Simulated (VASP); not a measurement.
Input for VASP

INCAR:
```
# general
SYSTEM  = GeMo
PREC    = Accurate
ENCUT   = 400
LREAL   = .FALSE.
LASPH   = .TRUE.

# electronic loop
EDIFF   = 1E-6
NELM    = 100
ALGO    = Normal
LMAXMIX = 4
LMIXTAU = .TRUE.

# smearing
ISMEAR  = 1
SIGMA   = 0.1

# functional
METAGGA = R2SCAN

# ions
IBRION  = 2
NSW     = 60
ISIF    = 3
EDIFFG  = -0.01

# output
LWAVE   = .FALSE.
LCHARG  = .FALSE.
```

POSCAR:
```
GeMo
1
    3.1057147889     0.0000000000     0.0000000000
    0.0000000000     3.1057147889     0.0000000000
   -0.0000000000     0.0000000000     3.1057147889
Mo Ge
1 1
Direct
  0.0000000000   0.0000000000   0.0000000000
  0.5000000000   0.5000000000   0.5000000000
```

KPOINTS:
```
Automatic
0
gamma
11 11 11
0 0 0
```

POTCAR, in this order: Mo_sv Ge_d (PBE.64 set). Program: vasp_std.

Question: Translate this r2SCAN calculation to Ansatz.

Answer: One equivalent input (not run):
Ansatz 0.2 input:
```yaml
crystal:
  lattice:
    - [3.1057148, 0.0000000, 0.0000000]
    - [0.0000000, 3.1057148, 0.0000000]
    - [0.0000000, 0.0000000, 3.1057148]
  atoms:
    - { symbol: Mo, position: [0.0000000, 0.0000000, 0.0000000] }
    - { symbol: Ge, position: [0.5000000, 0.5000000, 0.5000000] }
kpoints:
  mp_grid: { grid: [11, 11, 11] }
hamiltonian:
  xc: r2scan
  pseudopotentials: { kind: paw }
scf:
  occupations: { method: methfessel_paxton, width: 0.1 }
  max_iter: 100
relax:
  max_steps: 60
  f_tol: 0.01
  cell: {}
output: { forces: true, stress: true, eigenvalues: true }
```
Limits of the translation: each code has its own PAW files, so the cut-off isn't converted (ENCUT is set for VASP's; basis.ecutwfc is left out, and Ansatz then takes the one that its files recommend); Ansatz stops its SCF on the density residual and VASP on the energy change (EDIFF).

The structure was generated: GeMo was put into the CsCl type (Pm-3m), which need not be its known phase. It was relaxed first, which changed the volume by -6 %. The start is the result of an earlier pass.
